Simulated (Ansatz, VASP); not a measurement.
**Mo (Mo(100)) in two plane-wave programs**

One calculation is typed for both programs; each brings its own data sets. How far apart do they land? Of the first pair: The cell is taken from a series of runs on this material, whose earlier steps may have relaxed, scaled, displaced or heated it; both programs get it as it stands.

Calculated with Ansatz 0.2.0; plane waves, with VASP 6.6.1 beside it; single point at PBE.

### 1. Set-up

The cell holds 9 atoms: 9 Mo. Cell: a = 3.150 Å, b = 3.150 Å, c = 28.600 Å, α = 90.0°, β = 90.0°, γ = 90.0°. Vacuum lies along c.

### 2. Ansatz: single point, PBE, pair 1

Ansatz runs on its default PAW (the set named soft_2) files.

A single point gives forces, pressure and levels at one fixed geometry, so differences don't come from the geometry; what else differs is listed under the comparison.

Contents of input.yaml:

```yaml
crystal:
  lattice:
    - [3.15, 0.0, 0.0]
    - [0.0, 3.15, 0.0]
    - [0.0, 0.0, 28.6]
  atoms:
    - { symbol: Mo, position: [0.0, 0.0, 0.2797202797] }
    - { symbol: Mo, position: [0.5, 0.5, 0.3347902098] }
    - { symbol: Mo, position: [0.0, 0.0, 0.3898601399] }
    - { symbol: Mo, position: [0.5, 0.5, 0.4449300699] }
    - { symbol: Mo, position: [0.0, 0.0, 0.5000940895] }
    - { symbol: Mo, position: [0.5, 0.5, 0.5557069657] }
    - { symbol: Mo, position: [0.0, 0.0, 0.6105605342] }
    - { symbol: Mo, position: [0.5, 0.5, 0.6676134286] }
    - { symbol: Mo, position: [0.0, 0.0, 0.7162475649] }
kpoints:
  mp_grid: { grid: [10, 10, 1] }
hamiltonian:
  xc: pbe
scf:
  occupations: { method: fermi_dirac, width: 0.1 }
efield:
  axis: 3
  dipole_correction: true
  ramp_width: 0.05
output:
  forces: true
  write_potential: true
  write_density: true
  volumetric_format: npy
  elf: true
```

Command:

```sh
> ansatz run input.yaml --threads 4 --pin off --max-ram 8192MiB --backend cpu --events-out ev --progress --plain --runs-dir out
```

Numbers of over 12 decimals in the logs are rounded to 6 here.

The program printed:

```text
Engine: ansatz 0.2.0, x86_64-unknown-linux-gnu
Pseudopotentials: kind: paw
Pseudopotential: Mo, paw, valence charge 14, recommended cutoff 420 eV (normal), Mo.paw.azcp
Functional definition: PBE
  parameter kappa = 0.804
  parameter beta = 0.066725
  exchange = pbe_x(kappa = kappa, mu = beta*pi^2/3)
  correlation = pbe_c(beta = beta)
Crystal: 9 atoms, lattice volume = 283.784 Å³
Basis set: ecut = 420 eV, 5591 PW (Γ), exchange–correlation on 48×48×384 points (8 copies of the dense FFT grid, shifted against one another)
Bands: 76, of which v1, the nominal top of the filled ones, is band 63 counted from 1 (62 counted from 0)
Symmetry: 8 space group operations
Space group: P4mm (ITA 99), of the structure as read, at distance tolerance 6.6e-5 Å
k-points: 21 of 100
Non-local potential: Mo, projectors of the file, l = 0: 3, l = 1: 2, l = 2: 2, l = 3: 1
PAW form: soft (Blöchl's): semilocal exchange-correlation on the pseudo side does not see the compensation charge
PAW one-centre angular grid: Mo, 590 points (default); XC on 64 Gauss nodes
Initial density: superposition of atomic densities (neutral atoms: chi_scale 0, normalization atom), corrected by the library's trained network
Initial wavefunctions: pseudopotential atomic-orbital guess
Functional: x = pbe(κ = 0.804, μ = 0.219515), c = pbe(β = 0.066725)
SCF iter   1: F=—  HF=-44600.198767 eV  |F-HF|=—  |Δ(HF+E_count)|=         —  Δρ=8.40e-3  dr2=1.88e0  ethr=1.77e-3  p=0.006 e·Å  D=3.58e-3 V/Å  ΔV_dip=-0.10 eV  dr2_dipole=4.46e-1  V_vac-E_F(+/−)=3.93/4.03 eV  ⟨swp⟩=8.3  Hψ=7340  notcnv=0
efield: sawtooth ramp at fractional position 0.9730 (placed from the atoms, in the widest stretch of the axis that holds none; the zero of the levels goes with the place), width 0.0500; the density the first Hamiltonian is built on has a dipole p = 0.006 e·Å; the dipole correction subtracts the counter field D = 3.58e-3 V/Å, which shifts the + side's vacuum level by -0.10 eV against the − side's; the planar-averaged density in the ramp window peaks in size at 1.5e-5 e/Å³
preconditioner: auto → LDOS  [metal: Δε(μ)=0.033 eV  Ē_g=3.896 eV  σ=0.100 eV  W_gap=0.08  n_scr=64 (ndim 8)  ℏωp=16.2 eV  f_vac=0.445  D(μ)=8.32/eV (n_scr^D=64)  β→1.0]
SCF iter   2: F=—  HF=-44600.158714 eV  |F-HF|=—  |Δ(HF+E_count)|=   4.01e-2  Δρ=4.18e-3  dr2=1.01e-1  ethr=1.49e-3  p=0.002 e·Å  D=1.53e-3 V/Å  ΔV_dip=-0.04 eV  dr2_dipole=5.96e-3  V_vac-E_F(+/−)=3.89/3.93 eV  ⟨swp⟩=1.9  Hψ=1968  notcnv=0
SCF iter   3: F=—  HF=-44600.155182 eV  |F-HF|=—  |Δ(HF+E_count)|=   3.53e-3  Δρ=2.40e-3  dr2=3.55e-2  ethr=8.04e-5  p=0.003 e·Å  D=1.85e-3 V/Å  ΔV_dip=-0.05 eV  dr2_dipole=2.68e-4  V_vac-E_F(+/−)=3.89/3.94 eV  ⟨swp⟩=2.2  Hψ=2199  notcnv=0
SCF iter   4: F=—  HF=-44600.151971 eV  |F-HF|=—  |Δ(HF+E_count)|=   3.21e-3  Δρ=3.25e-4  dr2=1.09e-3  ethr=2.82e-5  p=0.003 e·Å  D=1.95e-3 V/Å  ΔV_dip=-0.06 eV  dr2_dipole=7.71e-7  V_vac-E_F(+/−)=3.88/3.94 eV  ⟨swp⟩=2.2  Hψ=2014  notcnv=0
SCF iter   5: F=—  HF=-44600.152009 eV  |F-HF|=—  |Δ(HF+E_count)|=   3.80e-5  Δρ=1.21e-4  dr2=9.56e-5  ethr=8.69e-7  p=0.003 e·Å  D=2.06e-3 V/Å  ΔV_dip=-0.06 eV  dr2_dipole=1.72e-5  V_vac-E_F(+/−)=3.88/3.94 eV  ⟨swp⟩=2.5  Hψ=2242  notcnv=0
SCF iter   6: F=—  HF=-44600.152504 eV  |F-HF|=—  |Δ(HF+E_count)|=   4.94e-4  Δρ=7.27e-5  dr2=3.11e-5  ethr=7.58e-8  p=0.003 e·Å  D=2.18e-3 V/Å  ΔV_dip=-0.06 eV  dr2_dipole=2.07e-6  V_vac-E_F(+/−)=3.88/3.94 eV  ⟨swp⟩=2.0  Hψ=2124  notcnv=0
SCF iter   7: F=—  HF=-44600.152507 eV  |F-HF|=—  |Δ(HF+E_count)|=   3.31e-6  Δρ=1.45e-5  dr2=1.48e-6  ethr=2.47e-8  p=0.004 e·Å  D=2.23e-3 V/Å  ΔV_dip=-0.06 eV  dr2_dipole=5.50e-9  V_vac-E_F(+/−)=3.88/3.94 eV  ⟨swp⟩=2.0  Hψ=2026  notcnv=0
SCF iter   8: F=—  HF=-44600.152507 eV  |F-HF|=—  |Δ(HF+E_count)|=   3.83e-7  Δρ=6.01e-6  dr2=2.48e-7  ethr=1.18e-9  p=0.004 e·Å  D=2.26e-3 V/Å  ΔV_dip=-0.06 eV  dr2_dipole=2.02e-9  V_vac-E_F(+/−)=3.88/3.94 eV  ⟨swp⟩=2.8  Hψ=2522  notcnv=0
SCF iter   9: F=-44600.152508 eV  HF=-44600.152508 eV  |F-HF|=2.29e-8  |Δ(HF+E_count)|=   1.51e-7  Δρ=3.58e-6  dr2=8.86e-8  ethr=7.94e-11  p=0.004 e·Å  D=2.27e-3 V/Å  ΔV_dip=-0.06 eV  dr2_dipole=3.83e-9  V_vac-E_F(+/−)=3.88/3.94 eV  ⟨swp⟩=15.2  Hψ=13023  notcnv=0
SCF 1 converged in 9 iterations: F = -44600.152508 eV  dr2 = 8.86e-8
  greatest PAW one-centre occupation: 0.998 electrons in one spin orbital (limit 2), on the Mo atom at site 8 (counted from 0), in its partial waves of l = 0
WARN: The output density's exchange-correlation potential varies sharply where the density is thin. Do not read a vacuum level from v_tot or v_xc, or from such a field of the output density. On a cell that repeats whose density bears no net charge and no dipole along the vacuum's axis use v_es (v_loc + v_h of the components); under efield.dipole_correction with no amplitude use v_es + v_field, which holds any externa [...]
SCF converged after 9 iterations
Free energy (F): -44600.152508 eV
Harris-Foulkes:  -44600.152508 eV  (|F-HF|=2.29e-8)
Internal energy: -44599.861728 eV  (E = F + TS)
E sigma→0 (E₀):  -44600.007118 eV
Entropy (-TS):   -0.290780 eV (-32.309 meV/atom)
Fermi energy:    8.521614 eV
Dipole field:    D = 0.002342 V/Å  (p = 0.003673 e·Å, saw-weighted, corrected)
Work function:   Φ+ = 3.8748 eV   Φ− = 3.9418 eV
Levels:          The Fermi level and band energies are counted from a zero that moves with the ramp; work functions are not
--- Per-component energies (eV) ---
  E_band       = -2054.766496
  E_kinetic    = 3962.043756
  E_local      = -184094.344713  (includes V_loc(G=0)·N_el)
  E_nonlocal   = 1288.821141
  E_hartree    = 90069.807706
  E_xc         = -1646.346282
  E_vxc        = -2054.165294  (∫ρ·V_xc dr)
  E_paw        = -28812.171266  (= ΣΔE_a)
  E_vpaw       = -1296.692907  (= ΣTr[D̂ρ^β])
  E_aug_tail   = 0.000378  (compensation charges beyond the density's cutoff)
  E_efield     = 0.000004  (sawtooth field / dipole correction)
  E_vefield    = -0.016560  (∫n·V_field dr)
  E_ewald      = 74632.327548
  E_smearing   = -0.290780  (= −TS)
  E_closure    = 0.000000  (closes the sum)
  Σ components = -44600.152508   (vs F -44600.152508, Δ=0.00e0)
--- Forces (eV/Å), atoms counted from 1 ---
  atom   1  Mo     0.00000000     0.00000000     1.32690880
  atom   2  Mo     0.00000000     0.00000000    -1.29233950
  atom   3  Mo     0.00000000     0.00000000    -0.23523165
  atom   4  Mo    -0.00000000     0.00000000     0.20034378
  atom   5  Mo    -0.00000000     0.00000000    -0.00268652
  atom   6  Mo     0.00000000     0.00000000     0.00266428
  atom   7  Mo     0.00000000     0.00000000     0.00157187
  atom   8  Mo    -0.00000000     0.00000000    -0.00120603
  atom   9  Mo     0.00000000     0.00000000    -0.00007492
  max |Σ_I F_I| component: 4.99e-5 eV/Å
--- Band table (eV; the first three rows and the last of 21) ---
  k-point 0: bands = [... 59 lower, 7.8272, 7.8272, 8.0734, 8.2944, 8.2944, 8.4468, 8.4750, 8.5008, ... 9 higher]
  k-point 1: bands = [... 59 lower, 7.8864, 8.0265, 8.1300, 8.2139, 8.3003, 8.4308, 8.7428, 8.8226, ... 9 higher]
  k-point 2: bands = [... 59 lower, 7.7540, 7.8609, 8.0794, 8.1336, 8.8141, 8.9333, 8.9383, 9.0643, ... 9 higher]
  k-point 20: bands = [... 59 lower, 9.1073, 9.1073, 10.0020, 10.0669, 10.3678, 10.3753, 10.5620, 10.6454, ... 9 higher]
```

### 3. VASP: single point, PBE, pair 1

The same cell, functional, mesh and smearing now go to VASP, with its own data sets.

Lines of VASP's logs that name or quote its potential files are left out, and so is its time.

Contents of INCAR:

```
SYSTEM = Mo
PREC = Accurate
ENCUT = 400
EDIFF = 1E-06
NELM = 120
ISMEAR = -1
SIGMA = 0.1
LREAL = .FALSE.
ALGO = Normal
GGA = PE
NBANDS = 78
LASPH = .TRUE.
LORBIT = 11
LWAVE = .FALSE.
LCHARG = .FALSE.
ISIF = 2
LDIPOL = .TRUE.
IDIPOL = 3
DIPOL = 0.5 0.5 0.5
LVHAR = .TRUE.
GGA_COMPAT = .FALSE.
NELMDL = -8
KPAR = 2
```

Contents of POSCAR:

```
Mo
1.0
    3.1500000000      0.0000000000      0.0000000000
    0.0000000000      3.1500000000      0.0000000000
    0.0000000000      0.0000000000     28.6000000000
Mo
9
Direct
    0.0000000000      0.0000000000      0.2797202797
    0.5000000000      0.5000000000      0.3347902098
    0.0000000000      0.0000000000      0.3898601399
    0.5000000000      0.5000000000      0.4449300699
    0.0000000000      0.0000000000      0.5000940895
    0.5000000000      0.5000000000      0.5557069657
    0.0000000000      0.0000000000      0.6105605342
    0.5000000000      0.5000000000      0.6676134286
    0.0000000000      0.0000000000      0.7162475649
```

Contents of KPOINTS:

```
Automatic mesh
0
Gamma
10 10 1
0 0 0
```

The projector-augmented-wave data sets are Mo_sv (PBE family, release 64).

Command:

```sh
> mpirun -np 2 vasp_std
```

The program printed:

```text
[banner, memory and clock lines left out]
running    2 mpi-ranks, on    1 nodes
 distrk:  each k-point on    1 cores,    2 groups
 distr:  one band on    1 cores,    1 groups

 POSCAR found type information on POSCAR Mo
 POSCAR found :  1 types and       9 ions
 LDA part: xc-table for (Slater+PW92), standard interpolation
 POSCAR, INCAR and KPOINTS ok, starting setup
 FFT: planning ... GRIDC
 FFT: planning ... GRID_SOFT
 FFT: planning ... GRID
 WAVECAR not read
 entering main loop
       N       E                     dE             d eps       ncg     rms          rms(c)
DAV:   1     0.127405112790E+04    0.12741E+04   -0.73957E+04  4204   0.128E+03
DAV:   2    -0.547603892211E+02   -0.13288E+04   -0.12856E+04  3668   0.444E+02
DAV:   3    -0.100870373789E+03   -0.46110E+02   -0.44033E+02  4400   0.720E+01
DAV:   4    -0.102405782458E+03   -0.15354E+01   -0.14939E+01  4304   0.101E+01
DAV:   5    -0.102468129769E+03   -0.62347E-01   -0.61769E-01  4442   0.169E+00
DAV:   6    -0.102470284487E+03   -0.21547E-02   -0.21451E-02  4320   0.285E-01
DAV:   7    -0.102470434108E+03   -0.14962E-03   -0.14925E-03  4120   0.553E-02
DAV:   8    -0.102470443953E+03   -0.98450E-05   -0.98300E-05  3816   0.115E-02    0.409E+01
DAV:   9    -0.167048932583E+03   -0.64578E+02   -0.33944E+02  4970   0.605E+01    0.600E+01
DAV:  10    -0.269930333505E+03   -0.10288E+03   -0.24168E+03  4896   0.621E+01    0.683E+01
DAV:  11    -0.118404781727E+03    0.15153E+03   -0.11572E+03  4682   0.558E+01    0.420E+01
DAV:  12    -0.101175451669E+03    0.17229E+02   -0.31726E+02  4500   0.418E+01    0.164E+01
DAV:  13    -0.971240170372E+02    0.40514E+01   -0.67606E+01  4512   0.222E+01    0.137E+01
DAV:  14    -0.962264894660E+02    0.89753E+00   -0.14852E+01  4312   0.125E+01    0.123E+01
[...]
DAV:  34    -0.943993993432E+02   -0.13730E-03   -0.11763E-04  4096   0.456E-02    0.126E-01
DAV:  35    -0.943994824335E+02   -0.83090E-04   -0.52087E-04  3946   0.719E-02    0.891E-02
DAV:  36    -0.943994793688E+02    0.30648E-05   -0.58626E-05  4050   0.306E-02    0.728E-02
DAV:  37    -0.943994983428E+02   -0.18974E-04   -0.90149E-05  3626   0.453E-02    0.504E-02
DAV:  38    -0.943995475422E+02   -0.49199E-04   -0.44642E-05  3522   0.284E-02    0.436E-02
DAV:  39    -0.943995405990E+02    0.69432E-05   -0.40570E-05  3252   0.249E-02    0.349E-02
DAV:  40    -0.943995538947E+02   -0.13296E-04   -0.13131E-05  3656   0.154E-02    0.298E-02
DAV:  41    -0.943995540019E+02   -0.10720E-06   -0.54917E-06  3394   0.109E-02
   1 F= -.94399554E+02 E0= -.94254229E+02  d E =-.290650E+00
```

Parts of OUTCAR (step 3):

```text
ion  position               nearest neighbor table
   1  0.000  0.000  0.280-   2 2.73   2 2.73   2 2.73   2 2.73   3 3.15
   2  0.500  0.500  0.335-   1 2.73   1 2.73   1 2.73   1 2.73   3 2.73   3 2.73   3 2.73   3 2.73
                             4 3.15
   3  0.000  0.000  0.390-   4 2.73   4 2.73   4 2.73   4 2.73   2 2.73   2 2.73   2 2.73   2 2.73
                             1 3.15   5 3.15
   4  0.500  0.500  0.445-   3 2.73   3 2.73   3 2.73   3 2.73   5 2.73   5 2.73   5 2.73   5 2.73
                             2 3.15   6 3.17
   5  0.000  0.000  0.500-   4 2.73   4 2.73   4 2.73   4 2.73   6 2.74   6 2.74   6 2.74   6 2.74
                             3 3.15   7 3.16
   6  0.500  0.500  0.556-   7 2.72   7 2.72   7 2.72   7 2.72   5 2.74   5 2.74   5 2.74   5 2.74
                             4 3.17   8 3.20
   7  0.000  0.000  0.611-   6 2.72   6 2.72   6 2.72   6 2.72   8 2.76   8 2.76   8 2.76   8 2.76
                             9 3.02   5 3.16
   8  0.500  0.500  0.668-   9 2.63   9 2.63   9 2.63   9 2.63   7 2.76   7 2.76   7 2.76   7 2.76
                             6 3.20
   9  0.000  0.000  0.716-   8 2.63   8 2.63   8 2.63   8 2.63   7 3.02

  LATTYP: Found a simple tetragonal cell.
 ALAT       =     3.1500000000
 C/A-ratio  =     9.0793650794

 Subroutine GETGRP returns: Found  8 space group operations
 (whereof  8 operations were pure point group operations)

The static configuration has the point symmetry C_4v.

 Found     21 irreducible k-points:

   k-points           NKPTS =     21   k-points in BZ     NKDIM =     21   number of bands    NBANDS=     78

   dimension x,y,z NGX =    24 NGY =   24 NGZ =  192
   dimension x,y,z NGXF=    48 NGYF=   48 NGZF=  384

   ENCUT  =  400.0 eV  29.40 Ry    5.42 a.u.   5.14  5.14 46.64*2*pi/ulx,y,z

   NELECT =     126.0000    total number of electrons

 k-points in reciprocal lattice and weights: Automatic mesh
   0.00000000  0.00000000  0.00000000       0.010
   0.10000000  0.00000000  0.00000000       0.040
   0.20000000  0.00000000  0.00000000       0.040
   0.30000000  0.00000000  0.00000000       0.040
   0.40000000  0.00000000  0.00000000       0.040
   0.50000000  0.00000000  0.00000000       0.020
   0.10000000  0.10000000  0.00000000       0.040
   0.20000000  0.10000000  0.00000000       0.080
   0.30000000  0.10000000  0.00000000       0.080
[...]
0.50000000  0.40000000  0.00000000       0.040
   0.50000000  0.50000000  0.00000000       0.010

 dipolmoment           0.000000      0.000000     -0.001936 electrons x Angstroem

 average (electrostatic) potential at core
       1 -77.2143       2 -77.3816       3 -77.5100       4 -77.4118       5 -77.5224
       6 -77.3822       7 -77.4583       8 -77.2964       9 -77.0411

 E-fermi :   4.2989

 k-point     1 :       0.0000    0.0000    0.0000
  band No.  band energies     occupation
    ...
     63       4.0712      1.81389
     64       4.0712      1.81389
     65       4.2235      1.35997
     66       4.2515      1.23271
     67       4.2777      1.10581
     68       4.5520      0.14736
     69       4.8038      0.01275
     70       4.8038      0.01275
     71       5.2260      0.00019
     72       5.3998      0.00003
    ...

 k-point     2 :       0.1000    0.0000    0.0000
  band No.  band energies     occupation
    ...
     61       3.8030      1.98605
     62       3.9067      1.96117
     63       3.9895      1.91330
     64       4.0769      1.80411
     65       4.2071      1.42926
     66       4.5199      0.19762
     67       4.5998      0.09405
     68       4.6032      0.09103
     69       4.8681      0.00672
     70       5.0080      0.00166
    ...

 k-point     3 :       0.2000    0.0000    0.0000
  band No.  band energies     occupation
    ...
     59       3.2184      1.99996
     60       3.5310      1.99908
     61       3.6362      1.99735
     62       3.8559      1.97644
     63       3.9103      1.95975
     64       4.5911      0.10217
     65       4.7092      0.03250
     66       4.7157      0.03050
     67       4.8415      0.00876
     68       4.8448      0.00848
    ...

  Total       -4.0551301     -4.0551301     -2.2664891      0.0000000      0.0000000      0.0000000
  in kB      -22.8943455    -22.8943455    -12.7960840      0.0000000      0.0000000      0.0000000
  external PRESSURE =     -19.5282584 kB  Pullay stress =       0.0000000 kB

  energy-cutoff  :      400.00
  volume of cell :      283.78
      direct lattice vectors                 reciprocal lattice vectors
     3.150000000  0.000000000  0.000000000     0.317460317  0.000000000  0.000000000
     0.000000000  3.150000000  0.000000000     0.000000000  0.317460317  0.000000000
     0.000000000  0.000000000 28.600000000     0.000000000  0.000000000  0.034965035

 POSITION                                       TOTAL-FORCE (eV/Angst)
 -----------------------------------------------------------------------------------
      0.00000      0.00000      8.00000        -0.000000     -0.000000      1.299429
      1.57500      1.57500      9.57500         0.000000     -0.000000     -1.294140
      0.00000      0.00000     11.15000        -0.000000     -0.000000     -0.239985
      1.57500      1.57500     12.72500        -0.000000     -0.000000      0.200306
      0.00000      0.00000     14.30269        -0.000000     -0.000000     -0.005532
      1.57500      1.57500     15.89322        -0.000000      0.000000     -0.000444
      0.00000      0.00000     17.46203        -0.000000     -0.000000      0.004819
      1.57500      1.57500     19.09374        -0.000000      0.000000     -0.003349
      0.00000      0.00000     20.48468        -0.000000     -0.000000      0.038897
 -----------------------------------------------------------------------------------
    total drift:                                0.000000      0.000000      0.015491

  FREE ENERGIE OF THE ION-ELECTRON SYSTEM (eV)
  ---------------------------------------------------
  free  energy   TOTEN  =       -94.3995540019 eV

  energy  without entropy=      -94.1089040633  energy(sigma->0) =      -94.25422903

 vacuum level on the upper side and lower side of the slab         8.193         8.237

 total charge
# of ion       s       p       d       tot
------------------------------------------
    1        2.340   6.071   3.900  12.311
    2        2.383   6.195   3.904  12.481
    3        2.380   6.205   3.905  12.491
    4        2.380   6.206   3.921  12.507
    5        2.382   6.207   3.889  12.478
    6        2.379   6.205   3.915  12.500
    7        2.376   6.202   3.896  12.474
    8        2.398   6.202   3.966  12.566
    9        2.368   6.089   4.008  12.465
--------------------------------------------------
tot         21.386  55.582  35.304 112.272

[... 3 further parts left out ...]
```

### 4. Side by side

Known differences besides the potentials themselves: the cutoff is 420 eV in Ansatz and 400 eV in VASP. Total energies have different zeros and are not compared.

Compared:

| quantity | Ansatz | VASP | difference |
| --- | --- | --- | --- |
| work function, lower of the two faces (eV) | 3.87 | 3.89 | -0.02 |
| work function, higher of the two faces (eV) | 3.94 | 3.94 | 0.00 |

Forces (eV/Å; atoms numbered as in POSCAR):

| atom | Ansatz x, y, z | VASP x, y, z |
| --- | --- | --- |
| Mo1 | 0.000, 0.000, 1.327 | 0.000, 0.000, 1.299 |
| Mo2 | 0.000, 0.000, -1.292 | 0.000, 0.000, -1.294 |
| Mo3 | 0.000, 0.000, -0.235 | 0.000, 0.000, -0.240 |
| Mo4 | 0.000, 0.000, 0.200 | 0.000, 0.000, 0.200 |
| Mo5 | 0.000, 0.000, -0.003 | 0.000, 0.000, -0.006 |
| Mo6 | 0.000, 0.000, 0.003 | 0.000, 0.000, 0.000 |
| Mo7 | 0.000, 0.000, 0.002 | 0.000, 0.000, 0.005 |
| Mo8 | 0.000, 0.000, -0.001 | 0.000, 0.000, -0.003 |
| Mo9 | 0.000, 0.000, 0.000 | 0.000, 0.000, 0.039 |

The forces differ by 9.3 meV/Å r.m.s., which is 2.6 % of the r.m.s. force of 0.358 eV/Å (both taken over all components). VASP's last cycles still show a density residual of 3e-03, so its state may not be settled. With vacuum in the cell, a pressure given here is an average over mostly empty space and none of the material.

(Part 1 of 2 ends here.)

[Lines on the potential files, build, host, timing and source positions are cut from VASP's logs without a mark.]

[Logs are printed without paths, hosts, clocks, repeated set-up lines and the standing remarks that a program may print on its own settings, such as how far it seeks lower states.]

[Hosts, paths, dates, database ids (printed as entryN), source tags and the programs' standing remarks are cut or masked in the printed files.]
